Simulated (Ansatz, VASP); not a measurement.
# Cross-check of SrLi2Al6Si11O33 (glassy 69SiO2-19Al2O3-6SrO-6Li2O (mol %)) between VASP and Ansatz, part 2 of 2

Aim: how closely do two programs agree when they are given the same cell, functional and k mesh? Of the first pair: The structure shown is the start of the Ansatz relaxation below; VASP solves that cell, so the two are compared at the walk's first step.

VASP 6.6.1 and Ansatz 0.2.0.

So far. Step 3 (VASP: single point, PBE, start cell, pair 1): The run ends at a pressure of 7.11 GPa, with forces up to 5.9 eV/Å.

### Step 6. VASP: single point, PBE, relaxed cell, pair 2

Level of this step: PBE; plane waves and PAW (Si, Al, Sr_sv, Li_sv, O) (VASP).

The same cell, functional, mesh and smearing now go to VASP, with its own data sets.

File INCAR:

```
SYSTEM = SrLi2Al6Si11O33
PREC = Accurate
ENCUT = 750
EDIFF = 1E-06
NELM = 120
ISMEAR = -1
SIGMA = 0.025
LREAL = Auto
ALGO = Normal
GGA = PE
NBANDS = 352
LORBIT = 11
LWAVE = .FALSE.
LCHARG = .FALSE.
ISIF = 2
LASPH = .TRUE.
GGA_COMPAT = .FALSE.
EFERMI = MIDGAP
NCORE = 2
```

File POSCAR:

```
SrLi2Al6Si11O33
1.0
   10.8319000000     -0.0726430000     -0.1616090000
   -0.0726430000     10.7529010000     -0.0148770000
   -0.1616090000     -0.0148770000     11.1128210000
Si Al Sr Li O
22 12 2 4 66
Direct
    0.8909000000      0.9540200000      0.6815100000
    0.6175400000      0.7647300000      0.5088100000
    0.7420300000      0.1718500000      0.5837000000
    0.7587000000      0.4498700000      0.6251800000
    0.0010700000      0.8150800000      0.0589900000
    0.9415500000      0.3954900000      0.2929700000
    0.4092300000      0.2583600000      0.9418200000
    0.2068900000      0.7772600000      0.8612800000
    0.7912000000      0.0053300000      0.0322700000
    0.4687600000      0.4088300000      0.6104300000
    0.4881900000      0.7448600000      0.9315700000
    0.2817100000      0.5587800000      0.1472800000
    0.0510400000      0.4241400000      0.0291800000
    0.4030100000      0.9023200000      0.5944400000
    0.6266000000      0.8120800000      0.1711000000
    0.1292700000      0.4251400000      0.5264400000
    0.2761600000      0.6286300000      0.6416200000
    0.5973700000      0.5020100000      0.3944600000
    0.8041500000      0.5331500000      0.9014800000
    0.7478000000      0.1671900000      0.3169400000
    0.2431900000      0.0802300000      0.0879800000
    0.8697500000      0.6645500000      0.2484000000
    0.3693200000      0.1297500000      0.6941800000
    0.8781100000      0.9509200000      0.4328200000
    0.5923700000      0.0314000000      0.8084200000
    0.6941900000      0.7656200000      0.7776100000
    0.5344900000      0.3129200000      0.1906900000
    0.3515400000      0.8435600000      0.2127900000
    0.1303000000      0.0333800000      0.8249400000
    0.5469800000      0.5110400000      0.0107100000
[... 70 atom lines left out ...]
    0.8894200000      0.8945800000      0.9954600000
    0.8638800000      0.2664700000      0.3124800000
    0.9444900000      0.6913700000      0.1267800000
    0.0937900000      0.7656400000      0.9529600000
    0.2179900000      0.6475400000      0.7771600000
    0.7920800000      0.6760600000      0.8632400000
```

File KPOINTS:

```
Automatic mesh
0
Gamma
1 1 1
0 0 0
```

Potentials, in the order of the species: Si, Al, Sr_sv, Li_sv and O (PBE family, release 64).

On the command line:

```
$ mpirun -np 8 vasp_gam
```

Numbers of over 12 decimals in the logs are rounded to 6 here.

The log of the run:

```text
[... set-up lines as in an earlier step ...]
 entering main loop
       N       E                     dE             d eps       ncg     rms          rms(c)
DAV:   1     0.614063955467E+04    0.61406E+04   -0.39515E+05   704   0.209E+03
DAV:   2    -0.331512195581E+03   -0.64722E+04   -0.62358E+04   872   0.440E+02
DAV:   3    -0.878578271867E+03   -0.54707E+03   -0.54331E+03   824   0.135E+02
DAV:   4    -0.898746395880E+03   -0.20168E+02   -0.20081E+02   912   0.226E+01
[...]
DAV:  17    -0.791359097174E+03    0.48048E-05   -0.10579E-04   912   0.313E-02    0.201E-02
DAV:  18    -0.791359093022E+03    0.41513E-05   -0.61975E-05   848   0.189E-02    0.917E-03
DAV:  19    -0.791359092429E+03    0.59335E-06   -0.72902E-06   848   0.734E-03
   1 F= -.79135909E+03 E0= -.79135909E+03  d E =0.000000E+00
```

From OUTCAR (step 6):

```text
  Total       -0.7525297     -0.4547323     -0.4550237     -0.0726443     -0.1083626      0.0636794
  in kB       -0.9317394     -0.5630236     -0.5633844     -0.0899441     -0.1341684      0.0788442
  external PRESSURE =      -0.6860491 kB  Pullay stress =       0.0000000 kB

 POSITION                                       TOTAL-FORCE (eV/Angst)
 -----------------------------------------------------------------------------------
      9.47070     10.18363      7.41533         0.005932      0.026492     -0.005706
      6.55135      8.17064      5.54314        -0.022661      0.028664     -0.062980
      7.93078      1.78530      6.36408         0.017375     -0.007896     -0.021245
      8.08445      4.77299      6.81821         0.021957     -0.014472      0.033799
[...]
9.07318      0.50244      6.16949        -0.011771     -0.010840     -0.011043
      1.76349      6.22290      5.92271        -0.014586     -0.023667     -0.026347
      7.36526      9.99927      1.14989         0.038257     -0.011654     -0.011365
      2.76982      9.53844      3.72491        -0.004823      0.004260      0.010258
      1.76454      1.18412      2.31730        -0.016527     -0.010249      0.031868
      8.49200      4.68592      8.55925         0.003019      0.025997     -0.012738
      3.44753      8.19835      6.62426        -0.003694     -0.004028      0.020832
      5.20907      6.43526      9.69393        -0.001001     -0.038561     -0.018934
      7.49574      0.57783     10.10679        -0.026707     -0.040539     -0.009447
[...]
-----------------------------------------------------------------------------------
    total drift:                                0.102373     -0.039487      0.061897

  FREE ENERGIE OF THE ION-ELECTRON SYSTEM (eV)
  ---------------------------------------------------
  free  energy   TOTEN  =      -791.3590924289 eV

  energy  without entropy=     -791.3590924289  energy(sigma->0) =     -791.35909243

[... 1 part as in an earlier step ...]

[... 2 further parts left out ...]
[key lines of the parts left out:]
E-fermi :   4.5538
```

The run ends at a pressure of -0.07 GPa, with forces up to 0.081 eV/Å.

### Step 7. Comparison

What differs besides the data sets and the points named for the pairs above, as far as they apply: the cutoff is 420 eV in Ansatz and 750 eV in VASP (PREC = Accurate, projectors in real space). Total energies have different zeros and are not compared.

Compared:

```
              quantity  Ansatz   VASP  difference
        pressure (GPa)   -0.01  -0.07       +0.05
gap on the k mesh (eV)   3.934  3.928      +0.006
```

Forces on 7 of the 106 atoms, those with the largest forces and the largest differences (eV/Å; atoms numbered as in POSCAR):

```
atom         Ansatz x, y, z            VASP x, y, z
 Si2   0.006, -0.001, 0.003   -0.023, 0.029, -0.063
 Si5  -0.010, 0.002, -0.007   0.005, -0.044, -0.065
 Si9    0.000, 0.003, 0.001  -0.051, -0.039, -0.010
Si14  0.002, -0.008, -0.010  -0.012, -0.066, -0.019
Si16   -0.002, 0.005, 0.008    -0.066, 0.036, 0.001
Si19  -0.007, -0.011, 0.012    0.058, -0.034, 0.045
 O44  -0.005, -0.002, 0.006     0.033, 0.045, 0.055
```

The forces differ by 23 meV/Å r.m.s., where the r.m.s. force is 0.005 eV/Å in Ansatz and 0.023 eV/Å in VASP: the atoms lie near their places of rest in Ansatz, so a percentage would say little (all taken over all components). A gap on the mesh is an upper bound, since the band edges may lie between its points.

### Step 8. Summary of results

```
r.m.s. force difference (single point, PBE, start cell, pair 1)   : 1.9 % of the r.m.s. force
r.m.s. force difference (single point, PBE, relaxed cell, pair 2) : 23 meV/Å
```

In words: The r.m.s. force difference is 23 meV/Å (single point, PBE, relaxed cell, pair 2), beyond the 12 meV/Å picked in this series as the mark of a large difference. What causes the difference of the single point, PBE, relaxed cell, pair 2 pair stays open here. Such differences can come from data sets, numerical settings and the points named under the comparisons, not from the functional's error against experiment.

[Lines on the potential files, build, host, timing and source positions are cut from VASP's logs without a mark.]

[Logs are printed without paths, hosts, clocks, repeated set-up lines and the standing remarks that a program may print on its own settings, such as how far it seeks lower states.]

[Hosts, paths, dates, database ids (printed as entryN), source tags and the programs' standing remarks are cut or masked in the printed files.]
